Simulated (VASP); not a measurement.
These are PBEsol GGA, VASP's PBE PAW potentials (set 64) (plane waves; VASP) values and carry that method's errors.

The input files of a VASP run:

POSCAR:
```
NaI
1
    0.0000000000     2.7824924098     2.7824924098
    2.7824924098     0.0000000000     2.7824924098
    2.7824924098     2.7824924098    -0.0000000000
Na I
1 1
Direct
  1.0000000000   0.0000000000   0.0000000000
  0.5000000000   0.5000000000   0.5000000000
```

**INCAR**
```
! general
SYSTEM =NaI
PREC   =Accurate
ENCUT  =500
LREAL  =.FALSE.
LASPH  =.TRUE.

! electronic loop
EDIFF  =1E-6
NELM   =100
ALGO   =Normal
LMAXMIX=4

! smearing
ISMEAR =0
SIGMA  =0.05

! functional
GGA    =PS

! ions
IBRION =2
NSW    =40
ISIF   =3
EDIFFG =-0.02
PSTRESS=200

! output
LWAVE  =.FALSE.
LCHARG =.FALSE.
```

KPOINTS:
```
Regular mesh
0
G
  8 8 8
0 0 0
```

POTCAR, in this order: Na_pv I (PBE.64 set). Program: vasp_std.

The resulting files:

**OSZICAR**
```
       N       E                     dE             d eps       ncg     rms          rms(c)
DAV:   1     0.812168898341E+02    0.81217E+02   -0.70559E+03   646   0.125E+03
DAV:   2     0.727069091256E+00   -0.80490E+02   -0.75206E+02   669   0.254E+02
DAV:   3    -0.466033372560E+01   -0.53874E+01   -0.53511E+01   787   0.674E+01
DAV:   4    -0.479477382649E+01   -0.13444E+00   -0.13436E+00   749   0.104E+01
DAV:   5    -0.479904436694E+01   -0.42705E-02   -0.42703E-02   786   0.201E+00    0.258E+00
DAV:   6    -0.474632769740E+01    0.52717E-01   -0.55255E-02   857   0.256E+00    0.175E+00
DAV:   7    -0.473245886355E+01    0.13869E-01   -0.52502E-02   874   0.218E+00    0.610E-01
DAV:   8    -0.473233692309E+01    0.12194E-03   -0.25252E-03   707   0.659E-01    0.480E-02
DAV:   9    -0.473232195205E+01    0.14971E-04   -0.90140E-05   776   0.174E-01    0.205E-02
DAV:  10    -0.473232272550E+01   -0.77346E-06   -0.99120E-06   816   0.559E-02
   1 F= 0.64605592E+00 E0= 0.64605592E+00  d E =0.646056E+00
```

### OUTCAR
```
------------------------ aborting loop because EDIFF is reached ----------------------------------------
  FORCE on cell =-STRESS in cart. coord.  units (eV):
  Direction    XX          YY          ZZ          XY          YZ          ZX
  --------------------------------------------------------------------------------------
  Total        5.3449409      5.3449409      5.3449409      0.0000000      0.0000000     -0.0000000
  in kB      198.7565872    198.7565872    198.7565872      0.0000000      0.0000000     -0.0000000
  external PRESSURE =      -1.2434128 kB  Pullay stress =     200.0000000 kB
  volume of cell :       43.09
      direct lattice vectors                 reciprocal lattice vectors
     0.000000000  2.782492410  2.782492410    -0.179695009  0.179695009  0.179695009
     2.782492410  0.000000000  2.782492410     0.179695009 -0.179695009  0.179695009
     2.782492410  2.782492410  0.000000000     0.179695009  0.179695009 -0.179695009
  FREE ENERGIE OF THE ION-ELECTRON SYSTEM (eV)
  ---------------------------------------------------
  free  energy   TOTEN  =        -4.7323227255 eV

  energy  without entropy=       -4.7323227255  energy(sigma->0) =       -4.73232273
  enthalpy is  TOTEN    =         0.6460559198 eV   P V=        5.3783786453

 reached required accuracy - stopping structural energy minimisation
```
(Selected blocks of OUTCAR.)

The compound is NaI in the rock salt structure. It was relaxed first under an external pressure of 20 GPa.
